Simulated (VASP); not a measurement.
# GW-BSE spectrum of Te2Mo, part 2 of 3

Wanted: the lowest vertical excitons of Te2Mo and its absorption. The cell has space group P6_3/mmc. The start is a cell from a database of measured crystal structures.

VASP 6.6.1, plane waves and PAW; the level of theory is named at each step.

So far. Step 2 (Ground state): The cell has a gap of 0.732 eV on mesh and path and a pressure of +2.6 GPa, which holds the misfit of the given cell and coordinates with this functional, and any error of cutoff, mesh and data sets. Spin-orbit coupling is left out, which can shift or reorder these edges. Forces of up to 0.17 eV/Å remain in these settings.

## Step 3: Empty bands

Level of this step: PBE, no spin polarisation; plane waves and PAW (Te_GW, Mo_sv_GW) (VASP).

The next step needs empty bands that the ground-state run didn't converge, so the Hamiltonian is diagonalised exactly for NBANDS bands, in a single step. LOPTICS writes the k-derivatives of the orbitals (WAVEDER), which give the long-wavelength limit of the screening.

INCAR

```
SYSTEM = Te2Mo
PREC = Accurate
ENCUT = 370
ISMEAR = 0
SIGMA = 0.01
LREAL = .FALSE.
GGA = PE
NBANDS = 344
LASPH = .TRUE.
ALGO = Exact
NELM = 1
LWAVE = .TRUE.
LCHARG = .FALSE.
LOPTICS = .TRUE.
NEDOS = 1000
CSHIFT = 0.1
```

POSCAR

```
Te2Mo
1.0
    3.5182000000      0.0000000000      0.0000000000
   -1.7591000000      3.0468505756      0.0000000000
    0.0000000000      0.0000000000     13.9736000000
Te Mo
4 2
Direct
    0.3333333333      0.6666666667      0.6210000000
    0.6666666667      0.3333333333      0.1210000000
    0.3333333333      0.6666666667      0.8790000000
    0.6666666667      0.3333333333      0.3790000000
    0.3333333333      0.6666666667      0.2500000000
    0.6666666667      0.3333333333      0.7500000000
```

KPOINTS

```
Automatic mesh
0
Gamma
6 6 2
0 0 0
```

PAW data sets: Te_GW and Mo_sv_GW (PBE family, release 64).

The run is started by

```
> mpirun -np 8 vasp_std
```

Log:

```text
[banner, memory and clock lines left out]
running    8 mpi-ranks, on    1 nodes
 distrk:  each k-point on    8 cores,    1 groups
 distr:  one band on    1 cores,    8 groups

 POSCAR found type information on POSCAR TeMo
 POSCAR found :  2 types and       6 ions
 [... a notice as in an earlier step ...]

 LDA part: xc-table for (Slater+PW92), standard interpolation
 found WAVECAR, reading the header
  number of bands has changed, file:    32 present:   344
  trying to continue reading WAVECAR, but it might fail
 POSCAR, INCAR and KPOINTS ok, starting setup
 FFT: planning ... GRIDC
 FFT: planning ... GRID_SOFT
 FFT: planning ... GRID
 reading WAVECAR
 random initialization beyond band           32
 the WAVECAR file was read successfully
 initial charge from wavefunction
 entering main loop
       N       E                     dE             d eps       ncg     rms          rms(c)
DIA:   1    -0.375828392395E+02   -0.37583E+02    0.00000E+00     0   0.000E+00
   1 F= -.37582839E+02 E0= -.37582839E+02  d E =-.211046E-58
 writing wavefunctions
 optical routines
 imaginary and real dielectric function
 recalculating local potential from charge density
 direction            1
 direction            2
 direction            3
```

It took 67 s on 8 MPI ranks of Intel Xeon Platinum 8259CL at 2.50GHz (Skylake/Cascade Lake), shared host; peak memory 3.4 GiB; 8 min of CPU time.

From OUTCAR (step 3):

```text
 Found     14 irreducible k-points:

   k-points           NKPTS =     14   k-points in BZ     NKDIM =     14   number of bands    NBANDS=    344

   NELECT =      52.0000    total number of electrons

 E-fermi :   8.2365

 k-point     1 :       0.0000    0.0000    0.0000
  band No.  band energies     occupation
    ...
     22       7.0650      2.00000
     23       7.0995      2.00000
     24       7.0995      2.00000
     25       7.8023      2.00000
     26       8.1244      2.00000
     27      11.0233      0.00000
     28      11.0233      0.00000
     29      11.1552      0.00000
     30      11.1552      0.00000
     31      11.2517      0.00000
    ...

 k-point     2 :       0.1667    0.0000    0.0000
  band No.  band energies     occupation
    ...
     22       6.6620      2.00000
     23       6.8902      2.00000
     24       7.1272      2.00000
     25       7.6784      2.00000
     26       7.8469      2.00000
     27       9.9254      0.00000
     28      10.1897      0.00000
     29      10.2188      0.00000
     30      10.4558      0.00000
     31      10.5090      0.00000
    ...

  Total        2.1989619      2.1989619      2.8660353      0.0000000     -0.0000000      0.0000000
  in kB       23.5205946     23.5205946     30.6557633      0.0000000     -0.0000000      0.0000000
  external PRESSURE =      25.8989842 kB  Pullay stress =       0.0000000 kB

 POSITION                                       TOTAL-FORCE (eV/Angst)
 -----------------------------------------------------------------------------------
     -0.00000      2.03123      8.67761         0.000000      0.000000     -0.170335
      1.75910      1.01562      1.69081         0.000000     -0.000000     -0.170335
     -0.00000      2.03123     12.28279        -0.000000      0.000000      0.170335
      1.75910      1.01562      5.29599         0.000000      0.000000      0.170335
     -0.00000      2.03123      3.49340        -0.000000     -0.000000      0.000000
      1.75910      1.01562     10.48020         0.000000      0.000000      0.000000
 -----------------------------------------------------------------------------------
    total drift:                               -0.000001      0.000000     -0.000000

  FREE ENERGIE OF THE ION-ELECTRON SYSTEM (eV)
  ---------------------------------------------------
  free  energy   TOTEN  =       -37.5828392395 eV

  energy  without entropy=      -37.5828392395  energy(sigma->0) =      -37.58283924

 plasma frequency squared (from intraband transitions) (eV^2)
  --------------------------------------------------------------------------------------
       0.000      -0.000       0.000
       0.000       0.000       0.000
       0.000       0.000       0.000

[... 9 parts as in an earlier step ...]

[... 4 further parts left out ...]
```

The gap is read on the k-mesh alone, so it is an upper bound where the band edges lie off the mesh.

A gap read on the k-mesh alone can miss the band edges.

This step gave:

| Property | Result |
| --- | --- |
| gap on the k-mesh | 0.8207 eV |
| least direct gap on the k-mesh | 1.039 eV |

WAVECAR now holds 344 bands for 52 electrons. Its independent-particle dielectric tensor has xx, yy, zz = 21.4, 21.4, 14.5 on this mesh, which isn't tested for convergence in mesh or bands and lacks local fields.

## Step 4: G0W0

This step: G0W0 on PBE, no spin polarisation; plane waves and PAW (Te_GW, Mo_sv_GW) (VASP 6.6.1).

G0W0 keeps orbitals and screening fixed and shifts each of the lowest NBANDSGW levels once. LWAVE keeps the quasiparticle levels in WAVECAR, and the W files hold the screened interaction for the next step.

INCAR

```
SYSTEM = Te2Mo
PREC = Accurate
ENCUT = 370
ISMEAR = 0
SIGMA = 0.01
LREAL = .FALSE.
GGA = PE
NBANDS = 344
LASPH = .TRUE.
ALGO = EVGW0
NELMGW = 1
ENCUTGW = 100
NOMEGA = 48
PRECFOCK = Fast
NBANDSGW = 40
LWAVE = .TRUE.
LCHARG = .FALSE.
```

POSCAR is that of step 3.

KPOINTS is that of step 3.

The run is started by

```
> mpirun -np 8 vasp_std
```

Log:

```text
[banner, memory and clock lines left out]
running    8 mpi-ranks, on    1 nodes
 distrk:  each k-point on    8 cores,    1 groups
 distr:  one band on    1 cores,    8 groups

 POSCAR found type information on POSCAR TeMo
 POSCAR found :  2 types and       6 ions
 [... a notice as in an earlier step ...]

|                                                                             |
|           W    W    AA    RRRRR   N    N  II  N    N   GGGG   !!!           |
|           W    W   A  A   R    R  NN   N  II  NN   N  G    G  !!!           |
|           W    W  A    A  R    R  N N  N  II  N N  N  G       !!!           |
|           W WW W  AAAAAA  RRRRR   N  N N  II  N  N N  G  GGG   !            |
|           WW  WW  A    A  R   R   N   NN  II  N   NN  G    G                |
|           W    W  A    A  R    R  N    N  II  N    N   GGGG   !!!           |
|                                                                             |
|     The default for ENCUTGWSOFT is different in this version of VASP.       |
|     please manually set ENCUTGWSOFT =100 in the INCAR file.                 |
|                                                                             |

 LDA part: xc-table for (Slater+PW92), standard interpolation
 found WAVECAR, reading the header
 POSCAR, INCAR and KPOINTS ok, starting setup
 FFT: planning ... GRIDC
 FFT: planning ... GRID_SOFT
 FFT: planning ... GRID
 reading WAVECAR
 the WAVECAR file was read successfully
 initial charge from wavefunction
 available memory per node:     68.64 GB, setting MAXMEM to     70283

 The Fermi energy was updated, please check that it is located mid-gap
 values below the HOMO (VB) or above the LUMO (CB) will cause erroneous energies
 E-fermi :   8.5348

 calculate exact exchange contribution
 the WAVEDER file was read successfully
|                                                                             |
|           W    W    AA    RRRRR   N    N  II  N    N   GGGG   !!!           |
|           W    W   A  A   R    R  NN   N  II  NN   N  G    G  !!!           |
|           W    W  A    A  R    R  N N  N  II  N N  N  G       !!!           |
|           W WW W  AAAAAA  RRRRR   N  N N  II  N  N N  G  GGG   !            |
|           WW  WW  A    A  R   R   N   NN  II  N   NN  G    G                |
|           W    W  A    A  R    R  N    N  II  N    N   GGGG   !!!           |
|                                                                             |
|     Automatic setting of frequency mesh for GW failed. Frequency mesh       |
|     properly not suitable for determining QP energies. Consider             |
|     increasing number of kpoints.                                           |
|                                                                             |

energies w=
    0.000    0.000    0.896    0.000    1.788    0.000    2.673    0.000
    3.548    0.000    4.411    0.000    5.259    0.000    6.093    0.000
    6.912    0.000    7.715    0.000    8.505    0.000    9.281    0.000
   10.047    0.000   10.802    0.000   11.551    0.000   12.296    0.000
   13.039    0.000   13.782    0.000   14.530    0.000   15.286    0.000
   16.053    0.000   16.835    0.000   17.636    0.000   18.463    0.000
   19.319    0.000   20.212    0.000   21.149    0.000   22.137    0.000
   23.188    0.000   24.312    0.000   25.525    0.000   26.842    0.000
   28.286    0.000   29.884    0.000   31.669    0.000   33.685    0.000
   35.987    0.000   38.653    0.000   41.784    0.000   45.524    0.000
   50.080    0.000   55.761    0.000   63.044    0.000   72.722    0.000
   86.193    0.000  106.195    0.000  138.902    0.000  201.793    0.000
 responsefunction array rank=     352
 LDA part: xc-table for (Slater+PW92), standard interpolation

 min. memory requirement per mpi rank    477.6 MB, per node   3821.0 MB

 allocating   6 responsefunctions rank=   352
 shmem allocating  48 responsefunctions rank=   352
 response function shared by NCSHMEM nodes    1
 Doing            6  frequencies on each core in blocks of           48
NQ=   1    0.0000    0.0000    0.0000,
|.........|.........|.........|.........|.........|.........|.........|.........
 performed       1575000 updates of chi_q(r,r)
 total number of BLAS operations       1364.59 Gflops
NQ=   2    0.1667    0.0000    0.0000,
|.........|.........|.........|.........|.........|.........|.........|.........
 performed       4416000 updates of chi_q(r,r)
 total number of BLAS operations       3825.38 Gflops
NQ=   3    0.3333    0.0000    0.0000,
|.........|.........|.........|.........|.........|.........|.........|.........
 performed       7257000 updates of chi_q(r,r)
 total number of BLAS operations       6468.95 Gflops
NQ=   4    0.5000    0.0000    0.0000,
|.........|.........|.........|.........|.........|.........|.........|.........
 performed       9383000 updates of chi_q(r,r)
 total number of BLAS operations       8458.53 Gflops
NQ=   5    0.1667    0.1667    0.0000,
|.........|.........|.........|.........|.........|.........|.........|.........
 performed      12224000 updates of chi_q(r,r)
 total number of BLAS operations      11071.18 Gflops
NQ=   6    0.3333    0.1667    0.0000,
|.........|.........|.........|.........|.........|.........|.........|.........
 performed      15396000 updates of chi_q(r,r)
 total number of BLAS operations      14109.12 Gflops
NQ=   7    0.3333    0.3333    0.0000,
|.........|.........|.........|.........|.........|.........|.........|.........
 performed      17247000 updates of chi_q(r,r)
 total number of BLAS operations      15810.94 Gflops
NQ=   8    0.0000    0.0000    0.5000,
|.........|.........|.........|.........|.........|.........|.........|.........
 performed      18822000 updates of chi_q(r,r)
 total number of BLAS operations      17118.08 Gflops
NQ=   9    0.1667    0.0000    0.5000,
|.........|.........|.........|.........|.........|.........|.........|.........
 performed      21663000 updates of chi_q(r,r)
 total number of BLAS operations      19504.64 Gflops
NQ=  10    0.3333    0.0000    0.5000,
|.........|.........|.........|.........|.........|.........|.........|.........
 performed      24504000 updates of chi_q(r,r)
 total number of BLAS operations      22257.86 Gflops
NQ=  11    0.5000    0.0000    0.5000,
|.........|.........|.........|.........|.........|.........|.........|.........
 performed      26630000 updates of chi_q(r,r)
 total number of BLAS operations      24224.24 Gflops
NQ=  12    0.1667    0.1667    0.5000,
|.........|.........|.........|.........|.........|.........|.........|.........
 performed      29471000 updates of chi_q(r,r)
 total number of BLAS operations      26883.34 Gflops
NQ=  13    0.3333    0.1667    0.5000,
|.........|.........|.........|.........|.........|.........|.........|.........
 performed      32643000 updates of chi_q(r,r)
 total number of BLAS operations      29956.50 Gflops
NQ=  14    0.3333    0.3333    0.5000,
|.........|.........|.........|.........|.........|.........|.........|.........
 performed      34494000 updates of chi_q(r,r)
 total number of BLAS operations      31569.16 Gflops
 resolving degeneracies of screened two electron integrals

 calculate QP shifts <psi_nk| G(iteration)W_0 |psi_nk>: iteration 1
 writing wavefunctions
 entering main loop
```

It took 21 min on 8 MPI ranks; peak memory 4 GiB; 2.5 h of CPU time.

From OUTCAR (step 4):

```text
 Found     14 irreducible k-points:

   k-points           NKPTS =     14   k-points in BZ     NKDIM =     72   number of bands    NBANDS=    344

   NELECT =      52.0000    total number of electrons

 E-fermi :   8.5348

 QP shifts <psi_nk| G(iteration)W_0 |psi_nk>: iteration 1
 for sc-GW calculations column KS-energies equals QP-energies in previous step
 and V_xc(KS)=  KS-energies - (<T + V_ion + V_H > + <T+V_H+V_ion>^1  + <V_x>^1)
 k-point   1 :       0.0000    0.0000    0.0000
  band No.  KS-energies  QP-energies   sigma(KS)   V_xc(KS)     V^pw_x(r,r')   Z            occupation Imag(sigma)
    ...
     23       7.0995       7.2090     -15.5984     -15.7453     -16.6198       0.7457       2.0000       0.2186
     24       7.0995       7.2090     -15.5984     -15.7453     -16.6198       0.7457       2.0000       0.2186
     25       7.8023       7.4402     -11.7025     -11.2373     -12.7588       0.7782       2.0000       0.1934
     26       8.1244       8.2468     -15.1655     -15.3304     -15.6233       0.7426       2.0000       0.1474
     27      11.0233      11.4044     -12.2543     -12.7503      -8.5907       0.7683       0.0000      -0.3165
     28      11.0233      11.4044     -12.2543     -12.7503      -8.5907       0.7683       0.0000      -0.3165
     29      11.1552      11.5284     -12.1556     -12.6404      -8.4277       0.7697       0.0000      -0.3271
     30      11.1552      11.5284     -12.1556     -12.6404      -8.4277       0.7697       0.0000      -0.3271
    ...

 k-point   2 :       0.1667    0.0000    0.0000
  band No.  KS-energies  QP-energies   sigma(KS)   V_xc(KS)     V^pw_x(r,r')   Z            occupation Imag(sigma)
    ...
     23       6.8902       6.6816     -12.9937     -12.7208     -14.2095       0.7644       2.0000       0.2308
     24       7.1272       7.1844     -14.8150     -14.8922     -15.8203       0.7401       2.0000       0.2354
     25       7.6784       7.7559     -14.8175     -14.9218     -15.5542       0.7434       2.0000       0.1861
     26       7.8469       7.5173     -11.7079     -11.2841     -12.7146       0.7778       2.0000       0.1860
     27       9.9254      10.3458     -13.0040     -13.5585      -9.4114       0.7582       0.0000      -0.2922
     28      10.1897      10.7067     -13.3828     -14.0613      -9.7622       0.7619       0.0000      -0.2793
     29      10.2188      10.6502     -13.4181     -13.9897      -9.6632       0.7548       0.0000      -0.3269
     30      10.4558      10.9510     -13.4846     -14.1351      -9.8054       0.7612       0.0000      -0.2933
    ...

 k-point   3 :       0.3333    0.0000    0.0000
  band No.  KS-energies  QP-energies   sigma(KS)   V_xc(KS)     V^pw_x(r,r')   Z            occupation Imag(sigma)
    ...
     23       6.8284       6.8172     -14.1827     -14.1676     -15.3108       0.7451       2.0000       0.2585
     24       7.0501       7.0554     -14.3587     -14.3659     -15.4030       0.7445       2.0000       0.2383
     25       7.2161       7.0941     -13.5496     -13.3879     -14.7188       0.7552       2.0000       0.2307
     26       7.3610       7.2914     -13.9743     -13.8819     -15.0290       0.7537       2.0000       0.2169
     27       9.2385       9.7544     -14.5298     -15.2259     -10.9380       0.7411       0.0000      -0.2722
     28       9.6158      10.1068     -14.4742     -15.1335     -10.9791       0.7446       0.0000      -0.2791
     29       9.8372      10.3637     -14.7540     -15.4639     -10.8836       0.7417       0.0000      -0.3261
     30       9.8488      10.3285     -14.3233     -14.9654     -10.7518       0.7469       0.0000      -0.2958
    ...

[... 8 parts as in an earlier step ...]

[... 5 further parts left out ...]
```

Numbers from this step:

| Property | Result |
| --- | --- |
| quasiparticle gap on the mesh | 1.100 eV |
| smallest direct quasiparticle gap on the mesh | 1.454 eV |
| gap of the starting orbitals on the mesh | 0.8207 eV |

GW takes the gap from 0.821 to 1.100 eV. The mesh misses a band edge: at the starting level the path gave a gap 0.09 eV smaller. Spin-orbit coupling is left out. The value holds for 344 bands, ENCUTGW = 100 eV and this mesh, and isn't shown to be converged in them. VASP warns that the automatic setting of its frequency mesh failed and advises more k points, so the value is in doubt.

[end of part 2 of 3]

[Lines on the potential files, build, host, timing and source positions are cut from VASP's logs without a mark.]

[Logs are printed without paths, hosts, clocks, repeated set-up lines and the standing remarks that a program may print on its own settings, such as how far it seeks lower states.]

[Hosts, paths, dates, database ids (printed as entryN), source tags and the programs' standing remarks are cut or masked in the printed files.]

[Pressures printed for these runs are not shown converged in the cutoff: they can be off by several GPa and have the wrong sign.]
